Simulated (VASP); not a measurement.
# Pb (relaxed from the bcc structure, space group Im-3m): computed properties

Calculation: r2SCAN meta-GGA, VASP's PBE PAW potentials (set 64) (plane waves; VASP 6.6.1).

space group: Im-3m (229)
cell: a = b = c = 3.9565 Å, α = β = γ = 90.00°
volume per atom: 30.97 Å³/atom
band gap (over mesh and band path): none (metal, semimetal or under 0.01 eV)
band gap with spin-orbit coupling: none (metallic)
density: 11.11 g/cm³

```cif
data_Pb2
_chemical_formula_sum 'Pb2'
_space_group_name_H-M_alt 'Im-3m'
_space_group_IT_number 229
_space_group_name_Hall '-I 4 2 3'
_cell_length_a 3.95653
_cell_length_b 3.95653
_cell_length_c 3.95653
_cell_angle_alpha 90.000
_cell_angle_beta 90.000
_cell_angle_gamma 90.000
loop_
_atom_site_label
_atom_site_type_symbol
_atom_site_symmetry_multiplicity
_atom_site_Wyckoff_symbol
_atom_site_fract_x
_atom_site_fract_y
_atom_site_fract_z
_atom_site_occupancy
Pb1 Pb 2 a 0.00000 0.00000 0.00000 1
```
(The calculation used a cell of 1 atom; values per cell refer to that cell.)

Unless said otherwise, spin-orbit coupling is left out, though it shifts the bands of the heavy elements here.

The structure was generated: Pb was put into the bcc type (Im-3m), which need not be its known phase. It was relaxed first. Symmetry was kept, so distortions that lower it aren't found.
